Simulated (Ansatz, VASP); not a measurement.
# CoO: VASP beside Ansatz

Wanted: the spread between two codes on one cell, functional and k mesh. The structure shown is the start of the Ansatz relaxation below; VASP solves that cell, so the two are compared at the walk's first step.

Calculated with Ansatz 0.2.0; plane waves, with VASP 6.6.1 beside it; single point at PBE.

**1. The structure**

The cell holds 4 atoms: 2 Co and 2 O. Its edges and angles: a = 3.073 Å, b = 3.073 Å, c = 27.795 Å, α = 90.0°, β = 90.0°, γ = 90.0°. Vacuum lies along c. The height across the vacuum is the one that the program set for its solve, not the one typed.

**2. Ansatz: relaxation, PBE**

Ansatz runs on its default PAW (the set named soft_2) files.

The two programs are compared at the cell with which this relaxation starts, whose forces are those of its first step.

input.yaml

```yaml
crystal:
  lattice:
    - [3.07281044, 0.0, 0.0]
    - [0.0, 3.07281044, 0.0]
    - [0.0, 0.0, 18.35510495]
  atoms:
    - { symbol: Co, position: [0.5, 0.0, 0.5], spin: 2.0 }
    - { symbol: Co, position: [0.0, 0.5, 0.5], spin: 2.0 }
    - { symbol: O, position: [0.0, 0.0, 0.55440588] }
    - { symbol: O, position: [0.5, 0.5, 0.44559412] }
  periodic: [true, true, false]
magnetization:
  spin_polarized: true
kpoints:
  mp_grid: { grid: [7, 7, 1] }
scf:
  occupations: { method: fermi_dirac, width: 0.05 }
hamiltonian:
  xc: pbe
output:
  forces: true
  stress: true
  write_density: true
  write_potential: true
  elf: true
  volumetric_format: npy
relax:
  f_tol: 0.02
  max_steps: 50
  cell: {}
```

Command:

```bash
ansatz run input.yaml --threads 1 --pin off --max-ram 4096MiB --backend cpu --events-out ev --progress --plain --runs-dir out
```

Numbers of over 12 decimals in the logs are rounded to 6 here.

Log:

```text
Warning: crystal.periodic: the lattice vector that does not repeat stood 0.000° off the slab's normal, 18.355 Å along it as the deck builds it. The run solves the slab on a vector along the normal, 27.795 Å long, with every atom where it was (on the deck's vector they left 16.36 Å outside them, and the widest stretch free of ions among them is 1.00 Å). A fractional position that the run reports is one of the run's ce [...]
crystal.periodic: the lattice vector that does not repeat stood 0.000° off the slab's normal, 18.355 Å along it as the deck builds it. The run solves the slab on a vector along the normal, 27.795 Å long, with every atom where it was (on the deck's vector they left 16.36 Å outside them, and the widest stretch free of ions among them is 1.00 Å). A fractional position that the run reports is one of the run's cell, which [...]
Engine: ansatz 0.2.0, aarch64-unknown-linux-gnu
Pseudopotentials: kind: paw
Pseudopotential: Co, paw, valence charge 17, recommended cutoff 420 eV (normal), Co.paw.azcp
Pseudopotential: O, paw, valence charge 6, recommended cutoff 420 eV (normal), O.paw.azcp
Functional definition: PBE
  parameter kappa = 0.804
  parameter beta = 0.066725
  exchange = pbe_x(kappa = kappa, mu = beta*pi^2/3)
  correlation = pbe_c(beta = beta)
Crystal: 4 atoms, lattice volume = 262.440 Å³
Basis set: ecut = 420 eV, 5133 PW (Γ), exchange–correlation on 48×48×384 points (8 copies of the dense FFT grid, shifted against one another)
Bands: 30, of which v1, the nominal top of the filled ones, is band 23 counted from 1 (22 counted from 0)
Symmetry: 16 space group operations
Space group: P4/nmm (ITA 129), of the structure as read, at distance tolerance 6.4e-5 Å
Magnetic group: BNS 129.411 (UNI 1071), of the structure as read, at distance tolerance 6.4e-5 Å
k-points: 10 of 49
Non-local potential: Co, projectors of the file, l = 0: 3, l = 1: 2, l = 2: 3, l = 3: 1
Non-local potential: O, projectors of the file, l = 0: 2, l = 1: 2, l = 2: 1
PAW form: soft (Blöchl's): semilocal exchange-correlation on the pseudo side does not see the compensation charge
PAW one-centre angular grid: Co, 590 points (default); XC on 64 Gauss nodes
PAW one-centre angular grid: O, 110 points (default); XC on 64 Gauss nodes
Initial density: superposition of atomic densities (neutral atoms: chi_scale 0, normalization atom)
Starting moments: Σ|m| = 4 μB on 2 of 4 sites
Initial wavefunctions: pseudopotential atomic-orbital guess
Functional: x = pbe(κ = 0.804, μ = 0.219515), c = pbe(β = 0.066725)
SCF iter   1: F=—  HF=-11380.282248 eV  |F-HF|=—  |Δ(HF+E_count)|=         —  Δρ=4.11e-2 (↑3.53e-2 ↓4.11e-2)  dr2=1.11e1  dr2_m=7.59e-1  M=4.475 μB ∫|m|=4.507 μB  β_m=0.30  ethr=3.10e-3  ⟨swp⟩=15.8  Hψ=4955  notcnv=0
Mixer restart at iter 1: flushing history
[...]
SCF iter   6: F=—  HF=-11383.427087 eV  |F-HF|=—  |Δ(HF+E_count)|=   4.75e-8  Δρ=5.91e-8 (↑5.85e-8 ↓5.91e-8)  dr2=5.33e-11  dr2_m=3.01e-12  M=2.297 μB ∫|m|=2.342 μB  β_m=0.86  ethr=1.00e-12  ⟨swp⟩=2.3  Hψ=842  notcnv=0
SCF iter   7: F=—  HF=-11383.427087 eV  |F-HF|=—  |Δ(HF+E_count)|=   1.40e-7  Δρ=4.32e-8 (↑4.32e-8 ↓2.32e-8)  dr2=1.77e-11  dr2_m=1.63e-12  M=2.297 μB ∫|m|=2.342 μB  β_m=0.76  ethr=1.00e-12  ⟨swp⟩=2.4  Hψ=907  notcnv=0
SCF iter   8: F=-11383.427087 eV  HF=-11383.427087 eV  |F-HF|=3.82e-11  |Δ(HF+E_count)|=  1.95e-10  Δρ=1.07e-8 (↑6.26e-9 ↓1.07e-8)  dr2=4.95e-13  dr2_m=1.18e-13  M=2.297 μB ∫|m|=2.342 μB  ethr=1.00e-12  ⟨swp⟩=11.7  Hψ=3804  notcnv=0
SCF 13 converged in 8 iterations: F = -11383.427087 eV  dr2 = 4.95e-13
relax step  13: F+E_penalty+E_count = -11383.42708723 eV  Δ(F+E_penalty+E_count) = -2.690e-4 eV  max|allowed force component| = 4.093e-3 eV/Å  Δτ_max = 0.0000 Å  P = -0.011 N/m  Ω = 342.032 Å³  fix = [c, alpha, beta]  reactions: c -0.000 N/m  stress off target by 1.14e-2 N/m on what of the cell is left free  SCF on the basis re-selected at this cell (its energy is not comparable with the rows above)  (8 SCF iters)
basis re-selected at this cell: Δ(F+E_penalty+E_count) = -2.690e-4 eV, ΔP = +0.001 N/m vs the last step (what re-selecting the basis moved, of the pressure what is left beyond the Pulay correction that the steps carried, after the strain that the cell walked since its last selection, with what the two solves' SCF thresholds leave and, on support functions, any second-order correction that the steps lacked; it is no m [...]
WARN: The output density's exchange-correlation potential varies sharply where the density is thin. Do not read a vacuum level from v_tot or v_xc, or from such a field of the output density. On a cell that repeats whose density bears no net charge and no dipole along the vacuum's axis use v_es (v_loc + v_h of the components); under efield.dipole_correction with no amplitude use v_es + v_field, which holds any externa [...]
an SCF from antiferromagnetic starting moments (-2.00, 2.00, 0.00, 0.00 Bohr magnetons, atom by atom) was not made, so that it is not known whether that order lies lower: the deck asks for what bars it, or types moments that do (magnetization.spin_polarized, in the input reference, names some of the keys), or the run goes by scf.lower_state_search: light, the default, which as a rule tries one only behind a close tha [...]
SCF converged after 8 iterations
Magnetization: 2.2969 μB (24.1484 up, 21.8516 down)
Absolute magnetization: 2.3416 μB (∫|ρ↑−ρ↓|, with the PAW one-centre terms)
Spin contamination: 0.0149 ħ² per cell (⟨S²⟩ above its minimum at these occupations)
Per-site moments (μB) at R_I (Å): [(0.978015, 0.794695), (0.978015, 0.794695), (0.112627, 0.794695), (0.112627, 0.794695)]
Free energy (F): -11383.427087 eV
Harris-Foulkes:  -11383.427087 eV  (|F-HF|=3.82e-11)
Internal energy: -11383.392535 eV  (E = F + TS)
E sigma→0 (E₀):  -11383.409811 eV
Entropy (-TS):   -0.034552 eV (-8.638 meV/atom)
Fermi energy:    -5.008219 eV
--- Per-component energies (eV) ---
  E_band       = -1486.067674
  E_kinetic    = 1245.819895
  E_local      = -104888.553798  (includes V_loc(G=0)·N_el)
  E_nonlocal   = 1022.599545
  E_hartree    = 51391.382047
  E_xc         = -459.484435
  E_vxc        = -590.557957  (∫ρ·V_xc dr)
  E_paw        = -3352.218476  (= ΣΔE_a)
  E_vpaw       = -1058.144437  (= ΣTr[D̂ρ^β])
  E_aug_tail   = 0.005077  (compensation charges beyond the density's cutoff)
  E_ewald      = 43657.057609
  E_smearing   = -0.034552  (= −TS)
  E_closure    = -0.000000  (closes the sum)
  Σ components = -11383.427087   (vs F -11383.427087, Δ=0.00e0)
--- Forces (eV/Å), atoms counted from 1 ---
  atom   1  Co    -0.00000000     0.00000000    -0.00000000
  atom   2  Co     0.00000000     0.00000000     0.00000000
  atom   3  O      0.00000000     0.00000000    -0.00409310
  atom   4  O     -0.00000000     0.00000000     0.00409310
  max |Σ_I F_I| component: 1.67e-16 eV/Å
--- 2D stress c σ (N/m, compression-positive) ---
       -0.011384       0.000000      -0.000000
        0.000000      -0.011384      -0.000000
       -0.000000      -0.000000      -0.000000
  P = ½ c Tr σ = -0.0114 N/m
--- Band table (eV; the first three rows and the last of 20) ---
  k-point 0 ↑: bands = [... 19 lower, -5.8931, -5.8555, -5.8555, -5.7336, -4.7892, -4.7892, -4.5892, -3.3800, ... 3 higher]
  k-point 1 ↑: bands = [... 19 lower, -6.2045, -6.1024, -5.7411, -5.5517, -4.8131, -4.7995, -4.6208, -3.0096, ... 3 higher]
  k-point 2 ↑: bands = [... 19 lower, -6.5199, -6.3444, -5.8441, -5.2830, -4.8445, -4.8382, -4.7312, -1.9969, ... 3 higher]
  k-point 9 ↓: bands = [... 19 lower, -5.9350, -5.5142, -5.2557, -4.7727, -4.7389, -4.6416, -4.5212, 1.1757, ... 3 higher]
  the weakly bound empty levels are not read free of the cell's end (no_gap_told)
--- Relaxed structure (10 steps of the walk, 10 accepted, 3 SCFs on fresh bases) ---
  F+E_penalty+E_count = -11383.42708723 eV   max|allowed force component| = 4.093e-3 eV/Å   (the final SCF, on the basis selected at the relaxed cell)
  cell:  # Å, volume = 342.0324 Å³
    - [3.507956, 0, 0]
    - [0, 3.507956, 0]
    - [0, 0, 27.794503]
  atoms:
    - { symbol: Co, position: [0.500000, 0, 0.330193] }
    - { symbol: Co, position: [0, 0.500000, 0.330193] }
    - { symbol: O, position: [0, 0, 0.358865] }
    - { symbol: O, position: [0.500000, 0.500000, 0.301521] }
```

In the SCF lines HF is the Harris–Foulkes energy and dr2 the Hartree energy of the density residual, in eV; the loop may stop once dr2 is under the threshold and the program's other checks hold. Hψ counts applications of the Hamiltonian.

**3. VASP: single point, PBE, start cell**

The same cell, functional, mesh and smearing now go to VASP, with its own data sets.

Lines of VASP's logs that name or quote its potential files are left out, and so is its time.

INCAR

```
SYSTEM = CoO
PREC = Accurate
ENCUT = 520
EDIFF = 1E-06
NELM = 200
ISMEAR = -1
SIGMA = 0.05
LREAL = .FALSE.
ALGO = Normal
GGA = PE
NBANDS = 25
ISPIN = 2
MAGMOM = 0.98 0.98 0.11 0.11
LASPH = .TRUE.
LMAXMIX = 4
LORBIT = 11
LWAVE = .FALSE.
LCHARG = .FALSE.
ISIF = 2
LDIPOL = .TRUE.
IDIPOL = 3
DIPOL = 0.5 0.5 0.33
LVHAR = .TRUE.
GGA_COMPAT = .FALSE.
NELMDL = -8
```

POSCAR

```
CoO
1.0
    3.0728100000      0.0000000000      0.0000000000
    0.0000000000      3.0728100000      0.0000000000
    0.0000000000      0.0000000000     27.7945030000
Co O
2 2
Direct
    0.5000000000      0.0000000000      0.3301930601
    0.0000000000      0.5000000000      0.3301930601
    0.0000000000      0.0000000000      0.3661219450
    0.5000000000      0.5000000000      0.2942641752
```

KPOINTS

```
Automatic mesh
0
Gamma
7 7 1
0 0 0
```

PAW data sets: Co and O (PBE family, release 64).

Command:

```bash
mpirun -np 1 vasp_std
```

Log:

```text
[banner, memory and clock lines left out]
running    1 mpi-ranks, on    1 nodes
 distrk:  each k-point on    1 cores,    1 groups
 distr:  one band on    1 cores,    1 groups

 POSCAR found type information on POSCAR CoO
 POSCAR found :  2 types and       4 ions
 LDA part: xc-table for (Slater+PW92), standard interpolation
 POSCAR, INCAR and KPOINTS ok, starting setup
 FFT: planning ... GRIDC
 FFT: planning ... GRID_SOFT
 FFT: planning ... GRID
 WAVECAR not read
 entering main loop
       N       E                     dE             d eps       ncg     rms          rms(c)
DAV:   1     0.266623173991E+03    0.26662E+03   -0.11137E+04  1000   0.926E+02
DAV:   2     0.192811711774E+02   -0.24734E+03   -0.22847E+03  1149   0.257E+02
DAV:   3    -0.266071724268E+02   -0.45888E+02   -0.43933E+02  1303   0.118E+02
DAV:   4    -0.281006212008E+02   -0.14934E+01   -0.14737E+01  1143   0.269E+01
DAV:   5    -0.281264185056E+02   -0.25797E-01   -0.25783E-01  1193   0.349E+00
DAV:   6    -0.281273043952E+02   -0.88589E-03   -0.88586E-03  1252   0.629E-01
DAV:   7    -0.281273563343E+02   -0.51939E-04   -0.51939E-04  1404   0.132E-01
DAV:   8    -0.281273571020E+02   -0.76762E-06   -0.76735E-06  1194   0.140E-02    0.316E+01
DAV:   9    -0.278375176616E+02    0.28984E+00   -0.36136E+01  1427   0.931E+01    0.253E+01
DAV:  10    -0.247238499954E+02    0.31137E+01   -0.34643E+01  1421   0.105E+02    0.151E+01
DAV:  11    -0.232814114948E+02    0.14424E+01   -0.39596E+00  1362   0.247E+01    0.562E+00
DAV:  12    -0.229357242390E+02    0.34569E+00   -0.70695E-01  1419   0.824E+00    0.150E+00
DAV:  13    -0.229207287856E+02    0.14995E-01   -0.78621E-02  1075   0.228E+00    0.103E+00
DAV:  14    -0.231134669758E+02   -0.19274E+00   -0.18422E-02  1262   0.140E+00    0.683E-01
[...]
DAV:  29    -0.237884027862E+02   -0.88212E-04   -0.27927E-07   854   0.374E-03    0.189E-03
DAV:  30    -0.237884616222E+02   -0.58836E-04   -0.21853E-07   867   0.227E-03    0.102E-03
DAV:  31    -0.237885205274E+02   -0.58905E-04   -0.43942E-07   810   0.265E-03    0.601E-04
DAV:  32    -0.237885346850E+02   -0.14158E-04   -0.25725E-07   761   0.209E-03    0.386E-04
DAV:  33    -0.237885368025E+02   -0.21175E-05   -0.35619E-08   774   0.990E-04    0.214E-04
DAV:  34    -0.237885390417E+02   -0.22392E-05   -0.11635E-08   770   0.608E-04    0.171E-04
DAV:  35    -0.237885402622E+02   -0.12205E-05   -0.83909E-09   722   0.552E-04    0.821E-05
DAV:  36    -0.237885410456E+02   -0.78343E-06   -0.44636E-09   761   0.344E-04
   1 F= -.23788541E+02 E0= -.23765838E+02  d E =-.454065E-01  mag=     1.0924
```

(Part 1 of 2 ends here.)

[Lines on the potential files, build, host, timing and source positions are cut from VASP's logs without a mark.]

[Logs are printed without paths, hosts, clocks, repeated set-up lines and the standing remarks that a program may print on its own settings, such as how far it seeks lower states.]

[Hosts, paths, dates, database ids (printed as entryN), source tags and the programs' standing remarks are cut or masked in the printed files.]
